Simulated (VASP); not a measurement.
Method: PBE GGA, VASP's PBE PAW potentials (set 64) (plane waves; VASP).

VASP input:

File POSCAR:
```
Pt3Ti
1
    4.0327610000     0.0000000000     0.0000000000
    0.0000000000     3.8201800000     0.0000000000
    0.0000000000     0.0000000000     3.9250140000
Ti Pt
1 3
Direct
  0.0000000000   0.0000000000   0.0000000000
  0.0000000000   0.5000000000   0.5000000000
  0.5000000000   0.0000000000   0.5000000000
  0.5053360000   0.5000000000   0.0000000000
```

KPOINTS:
```
Automatic mesh
0
Monkhorst-Pack
3 3 3
0 0 0
```

INCAR:
```
# general
SYSTEM  = Pt3Ti
PREC    = Accurate
ENCUT   = 400   # plane-wave cut-off (eV)
LREAL   = .FALSE.   # projection in real space or not
LASPH   = .TRUE.   # aspherical one-centre terms

# electronic loop
EDIFF   = 1E-6
NELM    = 100
ALGO    = Normal   # blocked Davidson
LMAXMIX = 6   # l cut-off of mixed one-centre charges

# smearing
ISMEAR  = 1   # Methfessel-Paxton
SIGMA   = 0.1   # width (eV)

# functional
GGA     = PE

# ions
ISIF    = 2   # forces and stress, cell fixed

# output
LWAVE   = .FALSE.
LCHARG  = .FALSE.
```

POTCAR, in this order: Ti_sv Pt (PBE.64 set). Program: vasp_std.

The run wrote:

**OUTCAR**
```
 ion  position               nearest neighbor table
   1  0.000  0.000  0.000-   2 2.74   2 2.74   2 2.74   2 2.74   4 2.76   4 2.76   4 2.79   4 2.79
                             3 2.81   3 2.81   3 2.81   3 2.81
   2  0.000  0.500  0.500-   1 2.74   1 2.74   1 2.74   1 2.74   3 2.78   3 2.78   3 2.78   3 2.78
                             4 2.80   4 2.80   4 2.83   4 2.83
   3  0.500  0.000  0.500-   4 2.74   4 2.74   4 2.74   4 2.74   2 2.78   2 2.78   2 2.78   2 2.78
                             1 2.81   1 2.81   1 2.81   1 2.81
   4  0.505  0.500  0.000-   3 2.74   3 2.74   3 2.74   3 2.74   1 2.76   1 2.76   1 2.79   1 2.79
                             2 2.80   2 2.80   2 2.83   2 2.83
  LATTYP: Found a simple orthorhombic cell.
 ALAT       =     3.8201800000
 B/A-ratio  =     1.0274421624
 C/A-ratio  =     1.0556468543
 Subroutine PRICEL returns:
 Original cell was already a primitive cell.
 Subroutine GETGRP returns: Found  4 space group operations
The static configuration has the point symmetry C_2v.
The dynamic configuration has the point symmetry C_2v.
 Subroutine INISYM returns: Found  4 space group operations
 Subroutine IBZKPT returns following result:
 Found      8 irreducible k-points:

 Following reciprocal coordinates:
            Coordinates               Weight
  0.000000  0.000000  0.000000      1.000000
  0.333333  0.000000  0.000000      2.000000
  0.000000  0.333333  0.000000      2.000000
  0.333333  0.333333  0.000000      4.000000
  0.000000  0.000000  0.333333      2.000000
  0.333333  0.000000  0.333333      4.000000
  0.000000  0.333333  0.333333      4.000000
  0.333333  0.333333  0.333333      8.000000
   k-points           NKPTS =      8   k-points in BZ     NKDIM =      8   number of bands    NBANDS=     25
   number of dos      NEDOS =    301   number of ions     NIONS =      4
   total plane-waves  NPLWV =  21952
   dimension x,y,z NGX =    28 NGY =   28 NGZ =   28
   dimension x,y,z NGXF=    56 NGYF=   56 NGZF=   56
   ions per type =               1   3
   PREC   = accura    normal or accurate (medium, high low for compatibility)
   ISTART =      0    job   : 0-new  1-cont  2-samecut
   ICHARG =      2    charge: 1-file 2-atom 10-const
   ISPIN  =      1    spin polarized calculation?
   LNONCOLLINEAR =      F non collinear calculations
   LSORBIT =      F    spin-orbit coupling
   INIWAV =      1    electr: 0-lowe 1-rand  2-diag
   ENCUT  =  400.0 eV  29.40 Ry    5.42 a.u.   6.58  6.23  6.40*2*pi/ulx,y,z
   NELM   =    100;   NELMIN=  2; NELMDL= -5     # of ELM steps
   EDIFF  = 0.1E-05   stopping-criterion for ELM
   LREAL  =      F    real-space projection
   NLSPLINE    = F    spline interpolate recip. space projectors
   LMAXMIX     =    6 max onsite mixed and CHGCAR
   VOSKOWN=      0    Vosko Wilk Nusair interpolation
   EDIFFG = 0.1E-04   stopping-criterion for IOM
   NSW    =      0    number of steps for IOM
   NBLOCK =      1;   KBLOCK =      1    inner block; outer block
   IBRION =     -1    ionic relax: 0-MD 1-quasi-New 2-CG
   NFREE  =      0    steps in history (QN), initial steepest desc. (CG)
   ISIF   =      2    stress and relaxation
   ISYM   =      2    0-nonsym 1-usesym 2-fastsym
   TEIN   =    0.0    initial temperature
   TEBEG  =    0.0;   TEEND  =   0.0 temperature during run
   SMASS  =  -3.00    Nose mass-parameter (am)
   PSTRESS=    0.0 pullay stress
   NELECT =      42.0000    total number of electrons
   EFERMI =   0.00;   METHOD = LEGACY
   ISMEAR =     1;   SIGMA  =   0.10  broadening in eV -4-tet -1-fermi 0-gaus
   IALGO  =     38    algorithm
   LDIAG  =      T    sub-space diagonalisation (order eigenvalues)
   IMIX   =      4    mixing-type and parameters
     AMIX     =   0.40;   BMIX     =  1.00
     AMIX_MAG =   1.60;   BMIX_MAG =  1.00
     AMIN     =   0.10
   GGA     = PE    functional components
   VOSKOWN =     0    Vosko Wilk Nusair interpolation
   LHFCALC =     F    Hartree Fock is set to
...
```

File OSZICAR:
```
       N       E                     dE             d eps       ncg     rms          rms(c)
DAV:   1     0.350133057455E+03    0.35013E+03   -0.18111E+04   400   0.152E+03
DAV:   2    -0.538274096300E+01   -0.35552E+03   -0.34825E+03   461   0.405E+02
DAV:   3    -0.314936493834E+02   -0.26111E+02   -0.25418E+02   544   0.102E+02
DAV:   4    -0.323982119892E+02   -0.90456E+00   -0.89837E+00   496   0.191E+01
DAV:   5    -0.324326889649E+02   -0.34477E-01   -0.34404E-01   588   0.349E+00    0.222E+01
DAV:   6    -0.312184052388E+02    0.12143E+01   -0.25868E+01   570   0.334E+01    0.158E+01
DAV:   7    -0.302624224624E+02    0.95598E+00   -0.28147E+01   550   0.349E+01    0.107E+01
DAV:   8    -0.295464032893E+02    0.71602E+00   -0.14676E+00   561   0.967E+00    0.504E+00
DAV:   9    -0.294067313520E+02    0.13967E+00   -0.17607E+00   556   0.741E+00    0.263E+00
DAV:  10    -0.293783409771E+02    0.28390E-01   -0.92127E-02   529   0.215E+00    0.181E+00
DAV:  11    -0.293822454273E+02   -0.39045E-02   -0.18293E-02   473   0.872E-01    0.189E+00
DAV:  12    -0.293700902502E+02    0.12155E-01   -0.19441E-02   549   0.914E-01    0.120E+00
DAV:  13    -0.293624383058E+02    0.76519E-02   -0.48563E-02   571   0.163E+00    0.770E-01
DAV:  14    -0.293610877935E+02    0.13505E-02   -0.20395E-03   479   0.401E-01    0.304E-01
DAV:  15    -0.293609336496E+02    0.15414E-03   -0.11281E-03   549   0.258E-01    0.167E-01
DAV:  16    -0.293608167138E+02    0.11694E-03   -0.48332E-04   577   0.164E-01    0.109E-01
DAV:  17    -0.293607860718E+02    0.30642E-04   -0.46942E-05   495   0.610E-02    0.397E-02
DAV:  18    -0.293607816096E+02    0.44622E-05   -0.16118E-05   543   0.309E-02    0.160E-02
DAV:  19    -0.293607810460E+02    0.56357E-06   -0.69971E-07   210   0.669E-03
   1 F= -.29360781E+02 E0= -.29362139E+02  d E =0.407516E-02
```

**OUTCAR**
```
------------------------ aborting loop because EDIFF is reached ----------------------------------------
  FORCE on cell =-STRESS in cart. coord.  units (eV):
  Direction    XX          YY          ZZ          XY          YZ          ZX
  --------------------------------------------------------------------------------------
  Total        1.6108593      2.9283266      1.5066018      0.0000000      0.0000000      0.0000000
  in kB       42.6815978     77.5894327     39.9191724      0.0000000      0.0000000      0.0000000
  external PRESSURE =      53.3967343 kB  Pullay stress =       0.0000000 kB
  volume of cell :       60.47
      direct lattice vectors                 reciprocal lattice vectors
     4.032761000  0.000000000  0.000000000     0.247969071  0.000000000  0.000000000
     0.000000000  3.820180000  0.000000000     0.000000000  0.261767770  0.000000000
     0.000000000  0.000000000  3.925014000     0.000000000  0.000000000  0.254776161
 POSITION                                       TOTAL-FORCE (eV/Angst)
 -----------------------------------------------------------------------------------
      0.00000      0.00000      0.00000         0.041831      0.000000      0.000000
      0.00000      1.91009      1.96251         0.101276      0.000000      0.000000
      2.01638      0.00000      1.96251        -0.025130      0.000000      0.000000
      2.03790      1.91009      0.00000        -0.117977      0.000000      0.000000
 -----------------------------------------------------------------------------------
    total drift:                                0.000048     -0.000000     -0.000001
  FREE ENERGIE OF THE ION-ELECTRON SYSTEM (eV)
  ---------------------------------------------------
  free  energy   TOTEN  =       -29.3607810460 eV

  energy  without entropy=      -29.3648562048  energy(sigma->0) =      -29.36213943
```
(Selected blocks of OUTCAR.)

The compound is Pt3Ti in the L1_2 structure. The cell was not relaxed at this level, atoms are displaced from their ideal sites. The k-mesh is coarse (spacing up to 0.55 per Å, 2π included), so the numbers may not be converged in it. The run is one of a series of settings (KPOINTS 3×3×3 Monkhorst-Pack mesh against the base run), some of them coarse on purpose.
